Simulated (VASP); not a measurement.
Output of a VASP run:

### OSZICAR
```
       N       E                     dE             d eps       ncg     rms          rms(c)
DAV:   1     0.341821249520E+02    0.34182E+02   -0.48143E+03  2472   0.110E+03
DAV:   2    -0.109224934955E+02   -0.45105E+02   -0.42679E+02  2414   0.190E+02
DAV:   3    -0.119359845646E+02   -0.10135E+01   -0.10058E+01  2954   0.367E+01
DAV:   4    -0.119512102918E+02   -0.15226E-01   -0.15219E-01  2880   0.405E+00
DAV:   5    -0.119516505536E+02   -0.44026E-03   -0.44024E-03  2790   0.700E-01    0.118E+01
RMM:   6    -0.137519478131E+02   -0.18003E+01   -0.24957E+01  2411   0.823E+01    0.170E+01
RMM:   7    -0.105473680375E+02    0.32046E+01   -0.78386E+00  2400   0.483E+01    0.107E+00
RMM:   8    -0.105466726962E+02    0.69534E-03   -0.16930E-01  2400   0.542E+00    0.819E-01
RMM:   9    -0.105384966965E+02    0.81760E-02   -0.38688E-02  2400   0.160E+00    0.192E-01
RMM:  10    -0.105379880518E+02    0.50864E-03   -0.10057E-03  2441   0.388E-01    0.119E-01
RMM:  11    -0.105381854990E+02   -0.19745E-03   -0.12993E-03  2419   0.477E-01    0.132E-01
RMM:  12    -0.105379197622E+02    0.26574E-03   -0.70369E-04  2406   0.467E-01    0.225E-02
RMM:  13    -0.105379283543E+02   -0.85921E-05   -0.80448E-05  2156   0.786E-02
   1 F= -.10537928E+02 E0= -.10537843E+02  d E =-.105379E+02
```

**OUTCAR**
```
------------------------ aborting loop because EDIFF is reached ----------------------------------------
  FORCE on cell =-STRESS in cart. coord.  units (eV):
  Direction    XX          YY          ZZ          XY          YZ          ZX
  --------------------------------------------------------------------------------------
  Total       -0.2013657     -0.2013657     -0.2013657     -0.0000000     -0.0000000      0.0000000
  in kB      -13.3063114    -13.3063114    -13.3063114     -0.0000000     -0.0000000      0.0000000
  external PRESSURE =     -13.3063114 kB  Pullay stress =       0.0000000 kB
  volume of cell :       24.25
      direct lattice vectors                 reciprocal lattice vectors
     2.894317015  0.000000000  0.000000000     0.345504654  0.000000000  0.000000000
     0.000000000  2.894317015  0.000000000     0.000000000  0.345504654  0.000000000
     0.000000000  0.000000000  2.894317015     0.000000000  0.000000000  0.345504654
 POSITION                                       TOTAL-FORCE (eV/Angst)
 -----------------------------------------------------------------------------------
      1.44716      1.44716      1.44716         0.000000      0.000000      0.000000
      0.00000      0.00000      0.00000         0.000000      0.000000      0.000000
 -----------------------------------------------------------------------------------
    total drift:                               -0.000000     -0.000000     -0.000000
  FREE ENERGIE OF THE ION-ELECTRON SYSTEM (eV)
  ---------------------------------------------------
  free  energy   TOTEN  =       -10.5379283543 eV

  energy  without entropy=      -10.5376734743  energy(sigma->0) =      -10.53784339

 reached required accuracy - stopping structural energy minimisation
```
(Selected blocks of OUTCAR.)

**POSCAR**
```
NiAl
1
    2.8943170154     0.0000000000     0.0000000000
    0.0000000000     2.8943170154     0.0000000000
    0.0000000000     0.0000000000     2.8943170154
Al Ni
1 1
Direct
  0.5000000000   0.5000000000   0.5000000000
  0.0000000000   0.0000000000   0.0000000000
```

Question: Write an INCAR and KPOINTS that could have produced this output.

Answer: This is not unique; one that fits is the input of the run itself, PBE GGA, plane waves, VASP's PBE PAW potentials (set 64).

### INCAR
```
SYSTEM=NiAl
PREC=Normal; ENCUT=400; LREAL=.FALSE.
LASPH=.TRUE.
EDIFF=1E-5; NELM=100; NELMIN=4
ALGO=Fast; LMAXMIX=4
ISMEAR=1; SIGMA=0.1
GGA=PE
IBRION=2; NSW=20; ISIF=2
EDIFFG=-0.03
LWAVE=.FALSE.; LCHARG=.FALSE.
```

KPOINTS:
```
kpoints
0
gamma
 14 14 14
```

POTCAR, in this order: Al Ni (PBE.64 set). Program: vasp_std.

The compound is NiAl in the CsCl type structure. It was relaxed first. The run is not spin-polarised, so no magnetic state was tried. The electron count is odd and the run is not spin-polarised, which forces a metal.
